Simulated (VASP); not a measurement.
Method: r2SCAN meta-GGA, VASP's PBE PAW potentials (set 64) (plane waves; VASP 6.6.1).

Input for VASP

POSCAR:
```
PbIF
9.2644270
  0.4554575319   0.0000000000   0.0000000000
  0.0000000000   0.4554575319   0.0000000000
  0.0000000000   0.0000000000   1.0000000101
Pb I F
2 2 2
Cart
  0.0000000000   0.2277287659   0.8439023884
  0.2277287659   0.0000000000   0.1560976217
  0.2277287659   0.0000000000   0.6732397995
  0.0000000000   0.2277287659   0.3267602106
  0.0000000000   0.0000000000   0.0000000000
  0.2277287659   0.2277287659   0.0000000000
```

### KPOINTS
```
kpoints
0
gamma
7 7 3
```

### INCAR
```
! general
SYSTEM  = PbIF
PREC    = Accurate
ENCUT   = 520
LREAL   = .FALSE.
LASPH   = .TRUE.
NBANDS  = 99

! electronic loop
EDIFF   = 1E-7
NELM    = 100
ALGO    = Normal
LMAXMIX = 4
LMIXTAU = .TRUE.

! smearing
ISMEAR  = 0
SIGMA   = 0.01

! functional
METAGGA = R2SCAN

! output
LWAVE   = .FALSE.
LCHARG  = .FALSE.
NEDOS   = 1001

! other
LOPTICS = .TRUE.
LPEAD   = .TRUE.
CSHIFT  = 0.1
```

POTCAR, in this order: Pb_d I F (PBE.64 set). Program: vasp_std.

Output

File OSZICAR:
```
       N       E                     dE             d eps       ncg     rms          rms(c)
DAV:   1     0.440313157765E+03    0.44031E+03   -0.19622E+04  3976   0.577E+02
DAV:   2    -0.107490660348E+03   -0.54780E+03   -0.48960E+03  4064   0.194E+02
DAV:   3    -0.190156426997E+03   -0.82666E+02   -0.79337E+02  4524   0.767E+01
DAV:   4    -0.193647865559E+03   -0.34914E+01   -0.34780E+01  4856   0.156E+01
DAV:   5    -0.193766182170E+03   -0.11832E+00   -0.11829E+00  5664   0.315E+00    0.790E+00
DAV:   6    -0.185119168400E+03    0.86470E+01   -0.21089E+00  5784   0.109E+01    0.349E+00
DAV:   7    -0.178783492849E+03    0.63357E+01   -0.12305E+00  4376   0.312E+00    0.253E+00
DAV:   8    -0.182808067548E+03   -0.40246E+01   -0.11042E+00  4192   0.320E+00    0.669E-01
DAV:   9    -0.177739365881E+03    0.50687E+01   -0.72383E-01  4149   0.226E+00    0.589E-01
DAV:  10    -0.177583086354E+03    0.15628E+00   -0.55463E-02  4426   0.738E-01    0.420E-01
DAV:  11    -0.177580685500E+03    0.24009E-02   -0.99382E-03  4605   0.350E-01    0.296E-01
DAV:  12    -0.177886740876E+03   -0.30606E+00   -0.55754E-02  4130   0.708E-01    0.332E-01
DAV:  13    -0.177838858906E+03    0.47882E-01   -0.11603E-02  4341   0.370E-01    0.204E-01
DAV:  14    -0.177889635142E+03   -0.50776E-01   -0.31444E-02  4069   0.541E-01    0.787E-02
DAV:  15    -0.177897325906E+03   -0.76908E-02   -0.60313E-03  4096   0.208E-01    0.709E-02
DAV:  16    -0.177897582405E+03   -0.25650E-03   -0.18574E-04  4849   0.437E-02    0.551E-02
DAV:  17    -0.177898205578E+03   -0.62317E-03   -0.16298E-04  4344   0.475E-02    0.104E-02
DAV:  18    -0.177898228352E+03   -0.22773E-04   -0.58389E-05  4350   0.233E-02    0.662E-03
DAV:  19    -0.177898256482E+03   -0.28130E-04   -0.13217E-05  4264   0.105E-02    0.463E-03
DAV:  20    -0.177898255034E+03    0.14474E-05   -0.22799E-06  4656   0.479E-03    0.277E-03
DAV:  21    -0.177898252485E+03    0.25489E-05   -0.30647E-06  4184   0.574E-03    0.241E-03
DAV:  22    -0.177898258392E+03   -0.59070E-05   -0.15503E-06  4144   0.401E-03    0.175E-03
DAV:  23    -0.177898258446E+03   -0.54206E-07   -0.31648E-08  4640   0.625E-04
   1 F= -.17789826E+03 E0= -.17789826E+03  d E =-.246649E-19
 imaginary and real dielectric function
```

OUTCAR:
```
------------------------ aborting loop because EDIFF is reached ----------------------------------------
  FORCE on cell =-STRESS in cart. coord.  units (eV):
  Direction    XX          YY          ZZ          XY          YZ          ZX
  --------------------------------------------------------------------------------------
  Total       -0.0168963     -0.0168963      0.0090921      0.0000000     -0.0000000      0.0000000
  in kB       -0.1641159     -0.1641159      0.0883128      0.0000000     -0.0000000      0.0000000
  external PRESSURE =      -0.0799730 kB  Pullay stress =       0.0000000 kB
  volume of cell :      164.95
      direct lattice vectors                 reciprocal lattice vectors
     4.219553056  0.000000000  0.000000000     0.236991925  0.000000000  0.000000000
     0.000000000  4.219553056  0.000000000     0.000000000  0.236991925  0.000000000
     0.000000000  0.000000000  9.264427093     0.000000000  0.000000000  0.107939756
 POSITION                                       TOTAL-FORCE (eV/Angst)
 -----------------------------------------------------------------------------------
      0.00000      2.10978      7.81827         0.000000     -0.000000      0.007718
      2.10978      0.00000      1.44616         0.000000      0.000000     -0.007718
      2.10978      0.00000      6.23718         0.000000     -0.000000      0.000258
      0.00000      2.10978      3.02725         0.000000      0.000000     -0.000258
      0.00000      0.00000      0.00000         0.000000      0.000000      0.000000
      2.10978      2.10978      0.00000         0.000000     -0.000000      0.000000
 -----------------------------------------------------------------------------------
    total drift:                                0.000000     -0.000000      0.000000
  FREE ENERGIE OF THE ION-ELECTRON SYSTEM (eV)
  ---------------------------------------------------
  free  energy   TOTEN  =      -177.8982584464 eV

  energy  without entropy=     -177.8982584464  energy(sigma->0) =     -177.89825845

 plasma frequency squared (from intraband transitions) (eV^2)
  --------------------------------------------------------------------------------------
       0.000       0.000       0.000
       0.000       0.000       0.000
       0.000       0.000       0.000

 plasma frequency squared (from interband transitions, int dw w eps(2)(w)) (eV^2)
  --------------------------------------------------------------------------------------
     344.803       0.000       0.000       0.000      -0.000       0.000
       0.000      -0.000     344.803       0.000       0.000       0.000
      -0.000      -0.000       0.000      -0.000     344.551       0.000
```
(Selected blocks of OUTCAR.)

The dielectric response may not be converged in the k-mesh; for small gaps it tends to come out too large.

The structure comes from a computed database's PbIF entry (P4/nmm); how it stands against other phases isn't given here. It was relaxed first.
